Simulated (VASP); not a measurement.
Calculation: RPBE GGA, VASP's PBE PAW potentials (set 64) (plane waves; VASP 6.6.1).

A VASP calculation is set up with these files.

### KPOINTS
```
Automatic mesh
0
Gamma
13 13 7
0 0 0
```

### POSCAR
```
Y
1
    1.8495307016    -3.2034814327     0.0000000000
    1.8495307016     3.2034814327     0.0000000000
    0.0000000000     0.0000000000     5.7227627446
Y
2
Direct
  0.3333330000   0.6666670000   0.2500000000
  0.6666670000   0.3333330000   0.7500000000
```

### INCAR
```
! general
SYSTEM  = Y
PREC    = Accurate
ENCUT   = 520
LREAL   = F
LASPH   = T

! electronic loop
EDIFF   = 1E-7
NELM    = 100
ALGO    = Normal
LMAXMIX = 4

! smearing
ISMEAR  = -5

! functional
GGA     = RP

! ions
ISIF    = 2

! output
LWAVE   = F
LCHARG  = T
LORBIT  = 11
NEDOS   = 601
```

POTCAR, in this order: Y_sv (PBE.64 set). Program: vasp_std.

The run wrote:

**OSZICAR**
```
       N       E                     dE             d eps       ncg     rms          rms(c)
DAV:   1     0.872789112542E+02    0.87279E+02   -0.11577E+04  2528   0.138E+03
DAV:   2    -0.519298634676E+01   -0.92472E+02   -0.91666E+02  3164   0.284E+02
DAV:   3    -0.124652077710E+02   -0.72722E+01   -0.71952E+01  4881   0.479E+01
DAV:   4    -0.125933372468E+02   -0.12813E+00   -0.12820E+00  2751   0.741E+00
DAV:   5    -0.125970060563E+02   -0.36688E-02   -0.36715E-02  3806   0.940E-01    0.321E+01
DAV:   6    -0.122806368425E+02    0.31637E+00   -0.44741E-01  2534   0.488E+00    0.199E+01
DAV:   7    -0.122311873773E+02    0.49449E-01   -0.89227E-01  3069   0.647E+00    0.182E+00
DAV:   8    -0.122222897815E+02    0.88976E-02   -0.18981E-01  3066   0.279E+00    0.137E+00
DAV:   9    -0.122208865829E+02    0.14032E-02   -0.35203E-03  3606   0.431E-01    0.297E-01
DAV:  10    -0.122209917462E+02   -0.10516E-03   -0.26786E-03  2618   0.529E-01    0.480E-01
DAV:  11    -0.122208367979E+02    0.15495E-03   -0.32022E-04  2874   0.182E-01    0.500E-02
DAV:  12    -0.122208298713E+02    0.69266E-05   -0.33723E-05  3258   0.564E-02    0.219E-02
DAV:  13    -0.122208334717E+02   -0.36004E-05   -0.61166E-06  2933   0.256E-02    0.202E-03
DAV:  14    -0.122208334279E+02    0.43820E-07   -0.18121E-07  2832   0.226E-03
   1 F= -.12220833E+02 E0= -.12220833E+02  d E =0.000000E+00
```

File OUTCAR:
```
------------------------ aborting loop because EDIFF is reached ----------------------------------------
  FORCE on cell =-STRESS in cart. coord.  units (eV):
  Direction    XX          YY          ZZ          XY          YZ          ZX
  --------------------------------------------------------------------------------------
  Total        0.0276893      0.0276893      0.1332725     -0.0000000     -0.0000000      0.0000000
  in kB        0.6541881      0.6541882      3.1487033     -0.0000000     -0.0000000      0.0000000
  external PRESSURE =       1.4856932 kB  Pullay stress =       0.0000000 kB
  volume of cell :       67.81
      direct lattice vectors                 reciprocal lattice vectors
     1.849530702 -3.203481433  0.000000000     0.270338848 -0.156080193  0.000000000
     1.849530702  3.203481433  0.000000000     0.270338848  0.156080193  0.000000000
     0.000000000  0.000000000  5.722762745     0.000000000  0.000000000  0.174740776
 POSITION                                       TOTAL-FORCE (eV/Angst)
 -----------------------------------------------------------------------------------
      1.84953      1.06783      1.43069         0.000000      0.000000      0.000000
      1.84953     -1.06783      4.29207        -0.000000     -0.000000      0.000000
 -----------------------------------------------------------------------------------
    total drift:                                0.000000      0.000522     -0.000010
  FREE ENERGIE OF THE ION-ELECTRON SYSTEM (eV)
  ---------------------------------------------------
  free  energy   TOTEN  =       -12.2208334279 eV

  energy  without entropy=      -12.2208334279  energy(sigma->0) =      -12.22083343

 total charge

# of ion       s       p       d       f       tot
--------------------------------------------------
    1        2.270   6.222   0.881   0.006   9.379
    2        2.270   6.222   0.881   0.006   9.379
--------------------------------------------------
tot          4.540  12.445   1.761   0.011  18.757
```
(Selected blocks of OUTCAR.)

For a metal the tetrahedron method with Blöchl corrections gives inexact stress and forces.

The compound is Y in the hcp structure. It was relaxed first.
